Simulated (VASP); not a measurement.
# A VASP study of BaY2 (PBE): structure first, properties next, part 5 of 5

Wanted: the relaxed cell of BaY2 and its properties. The cell is generated by rule, not measured, and may not be a known phase.

VASP 6.6.1; PBE; plane waves and PAW (Ba_sv, Y_sv); invented cell.

So far. Step 15 (Volume scan with PBE, volume scale 1.06): The pressure falls from -0.59 to -0.85 GPa. The parabola predicted -0.85 GPa, which holds within 0.01 GPa. The relaxed cell has a = 5.795, c = 3.985 Å (conventional setting).

## Step 17: Fit for PBE

This step: Birch-Murnaghan fit, PBE; plane waves and PAW; invented cell (VASP 6.6.1).

This step runs nothing: it gathers the runs above.

This step gave:

```yaml
pressure_derivative_of_the_bulk_modulus: 3.535
r_m_s_error_of_the_fit: 1.06e-6 eV/atom
minimum_inside_the_sampled_range: yes
bulk_modulus: 16.02 GPa
equilibrium_volume_of_the_fit: 44.61 Å³/atom
```

Energy above the fitted minimum against volume:

```csv
volume (Å³/atom),energy above the fitted minimum (eV/atom)
41.93,0.00883
42.83,0.00381
43.72,9.2e-4
44.61,4.2e-7
45.50,8.6e-4
46.39,0.00335
47.29,0.00734
```

The fitted volume lies +0.01 % from the relaxed one.

## Step 18: Ionic relaxation at fixed cell (PBE), changed input

This step: PBE; plane waves and PAW (Ba_sv, Y_sv); invented cell (VASP 6.6.1).

This run is made with a changed input; what comes of it follows.

File INCAR:

```
SYSTEM = BaY2
PREC = Accurate
ENCUT = 30
EDIFF = 1E-06
NELM = 81
ISMEAR = 1
SIGMA = 0.2
LREAL = .FALSE.
ALGO = Normal
GGA = PE
NBANDS = 22
LORBIT = 11
LWAVE = .FALSE.
LCHARG = .FALSE.
IBRION = 2
NSW = 30
ISIF = 2
EDIFFG = -0.01
```

File POSCAR:

```
BaY2
1.0
    5.7953314175      0.0000000000      0.0000000000
    0.0000000000      5.7953314175      0.0000000000
    0.0000000000      0.0000000000      3.9847444736
Ba Y
1 2
Direct
    0.5000000000      0.5000000000      0.0000000000
    0.5000000000      0.0000000000      0.5000000000
    0.0000000000      0.5000000000      0.5000000000
```

File KPOINTS:

```
Automatic mesh
0
Gamma
4 4 6
0 0 0
```

The projector-augmented-wave data sets are Ba_sv and Y_sv (PBE family, release 64).

Run with:

```sh
$ mpirun -np 1 vasp_std
```

What it wrote:

```text
[... set-up lines as in an earlier step ...]
 entering main loop
       N       E                     dE             d eps       ncg     rms          rms(c)
DAV:   1    -0.762530574685E+02   -0.76253E+02   -0.22533E+03  1380   0.239E+02
DAV:   2    -0.984858114568E+02   -0.22233E+02   -0.21315E+02  1164   0.549E+01
DAV:   3    -0.987096110296E+02   -0.22380E+00   -0.22224E+00  1208   0.504E+00
DAV:   4    -0.987099940220E+02   -0.38299E-03   -0.38293E-03  1134   0.126E-01
DAV:   5    -0.987099963070E+02   -0.22850E-05   -0.22848E-05  1042   0.543E-03    0.217E+02
DAV:   6     0.162182960779E+02    0.11493E+03   -0.15771E+01  1134   0.269E+01    0.135E+02
DAV:   7     0.691937718900E+02    0.52975E+02   -0.26698E+01  1154   0.261E+01    0.286E+01
DAV:   8     0.695665928525E+02    0.37282E+00   -0.14230E+00  1150   0.350E+00    0.207E+01
DAV:   9     0.701851471919E+02    0.61855E+00   -0.33178E-01  1190   0.212E+00    0.831E+00
DAV:  10     0.703111383922E+02    0.12599E+00   -0.53704E-01  1146   0.259E+00    0.800E+00
DAV:  11     0.703877279298E+02    0.76590E-01   -0.22008E-01  1116   0.133E+00    0.977E-01
DAV:  12     0.703886430089E+02    0.91508E-03   -0.17490E-03  1186   0.114E-01    0.469E-01
DAV:  13     0.703889043241E+02    0.26132E-03   -0.22191E-04  1180   0.452E-02    0.142E-01
DAV:  14     0.703889396108E+02    0.35287E-04   -0.66274E-05  1178   0.270E-02    0.534E-02
DAV:  15     0.703889412239E+02    0.16131E-05   -0.52838E-06  1030   0.632E-03    0.613E-03
DAV:  16     0.703889412674E+02    0.43459E-07   -0.22801E-07   612   0.150E-03
   1 F= 0.70388941E+02 E0= 0.70389305E+02  d E =0.703889E+02
 curvature:   0.00 expect dE= 0.000E+00 dE for cont linesearch  0.000E+00
 trial: gam= 0.00000 g(F)=  0.000E+00 g(S)=  0.000E+00 ort = 0.000E+00 (trialstep = 0.100E+01)
 search vector abs. value=  0.100E-09
 reached required accuracy - stopping structural energy minimisation
```

Run time: 3.6 s. Hardware: 1 MPI rank of AMD EPYC 7R43, shared host; peak memory 0.07 GiB.

Parts of OUTCAR (step 18):

```text
   ENCUT  =   30.0 eV   2.20 Ry    1.48 a.u.   2.59  2.59  1.78*2*pi/ulx,y,z

   NELECT =      32.0000    total number of electrons

 E-fermi :   6.2431

 k-point     1 :       0.0000    0.0000    0.0000
  band No.  band energies     occupation
    ...
     13       3.3569      2.00000
     14       4.5606      2.00000
     15       4.6582      2.00000
     16       5.3065      2.00000
     17       5.8537      2.01890
     18       6.7976     -0.00063
     19       6.7976     -0.00063
     20       8.2146     -0.00000
     21       9.9017     -0.00000
     22       9.9017     -0.00000

  Total     -389.1820607   -389.1820607   -391.3574595      0.0000000      0.0000000      0.0000000
  in kB    -4659.1464814  -4659.1464814  -4685.1895675      0.0000000      0.0000000      0.0000000
  external PRESSURE =   -4667.8275101 kB  Pullay stress =       0.0000000 kB

 POSITION                                       TOTAL-FORCE (eV/Angst)
 -----------------------------------------------------------------------------------
      2.89767      2.89767      0.00000         0.000000      0.000000      0.000000
      2.89767      0.00000      1.99237         0.000000      0.000000      0.000000
      0.00000      2.89767      1.99237         0.000000      0.000000      0.000000
 -----------------------------------------------------------------------------------
    total drift:                                0.000000      0.000000      0.000000

  FREE ENERGIE OF THE ION-ELECTRON SYSTEM (eV)
  ---------------------------------------------------
  free  energy   TOTEN  =        70.3889412674 eV

  energy  without entropy=       70.3900338466  energy(sigma->0) =       70.38930546

[... 6 parts as in an earlier step ...]

[... 11 further parts left out ...]
```

Convergence was reached, but on settings outside the sound range, so the numbers are no properties of the crystal.

Against the sound run on this cell (volume scan with PBE) the energy at zero smearing moves by +27490.4 meV an atom and the pressure by -466.78 GPa.

The fault in the input: cutoff typed in rydberg (ENCUT = 30). ENCUT is in eV: 1 Ry is 13.6 eV.

## Step 19: Results

```yaml
relaxed_volume: 44.61 Å³/atom
relaxed_conventional_cell_a_b_c: 5.795, 5.795, 3.985 Å
space_group_after_relaxing_within_0p02_a: P4/mmm (No. 123)
band_gap: none, a metal
dos_at_the_fermi_level: 4.46 states/eV/cell
largest_field_gradient_vzz: 16.55 V/Å² on Y2
bulk_modulus_from_the_fit: 16.0 GPa
volume_from_the_fit: 44.6 Å³/atom
```

With PBE, BaY2 relaxes to 44.61 Å³/atom in space group P4/mmm (held by the symmetry of the run), comes out as a metal and has a bulk modulus of 16.0 GPa. Bands along the symmetry lines (PBE): Of the bands kept, 3 cross the Fermi level on this path. Spin-orbit coupling is left out, and with elements this heavy it would split and shift bands near the Fermi level. The k-sampling is coarse for a metal, so the Fermi level, pressures and the shape of the cell carry errors. No search among competing phases was made. All values are for a static lattice at zero temperature.

[Lines on the potential files, build, host, timing and source positions are cut from VASP's logs without a mark.]

[Logs are printed without paths, hosts, clocks, repeated set-up lines and the standing remarks that a program may print on its own settings, such as how far it seeks lower states.]

[Hosts, paths, dates, database ids (printed as entryN), source tags and the programs' standing remarks are cut or masked in the printed files.]

[A measured line is paired with the nearest computed mode of its activity, which favours agreement.]
